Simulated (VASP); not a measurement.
A convergence study with VASP on CuAu (space group no. 123 when undisturbed): a few settings are varied, all else stays as given below, so the limit is that of these other settings. One atom is moved off its site, so that forces are finite.

```yaml
crystal:
  lattice:
    - [2.81400, 0.00000, 0.00000]
    - [0.00000, 2.81400, 0.00000]
    - [0.00000, 0.00000, 3.68835]
  atoms:
    - { symbol: Cu, position: [0.00000, 0.00000, 0.01356] }
    - { symbol: Au, position: [0.50000, 0.50000, 0.50000] }
```

Level of theory: PBEsol GGA, VASP's PBE PAW potentials (set 64) (plane waves; VASP). The last row used: 300 eV cut-off, 18×18×13 Γ-centred mesh, tetrahedra with Blöchl corrections, potentials Cu Au.

Unless said otherwise, spin-orbit coupling is left out, though it shifts the bands of the heavy elements here.

| setting | E (eV/atom) | pressure (GPa) | largest force (eV/Å) | irreducible k-points |
|---|---|---|---|---|
| 5×5×4 mesh | (withheld) | (withheld) | (withheld) | 18 |
| 6×6×5 mesh | -4.1768 | -5.81 | 0.311 | 30 |
| 7×7×6 mesh | (withheld) | (withheld) | (withheld) | 40 |
| 9×9×7 mesh | -4.1788 | -5.55 | 0.312 | 60 |
| 11×11×9 mesh | -4.1754 | -5.56 | 0.313 | 105 |
| 14×14×11 mesh | -4.1752 | -5.58 | 0.313 | 216 |
| 18×18×13 mesh | -4.1741 | -5.50 | 0.313 | 385 |

What belongs in the gaps?

- 7×7×6 mesh, E (eV/atom): -4.1871
- 7×7×6 mesh, pressure (GPa): -5.57
- 7×7×6 mesh, largest force (eV/Å): 0.306
- 5×5×4 mesh, E (eV/atom): -4.2046
- 5×5×4 mesh, pressure (GPa): -5.61
- 5×5×4 mesh, largest force (eV/Å): 0.280

Left out are rungs that failed or repeat a setting and relaxations that didn't move; long series are thinned to 24 rows.

The structure is a typed CuAu crystal (space group no. 123). The cell was not relaxed at this level, it is distorted from the ideal structure.
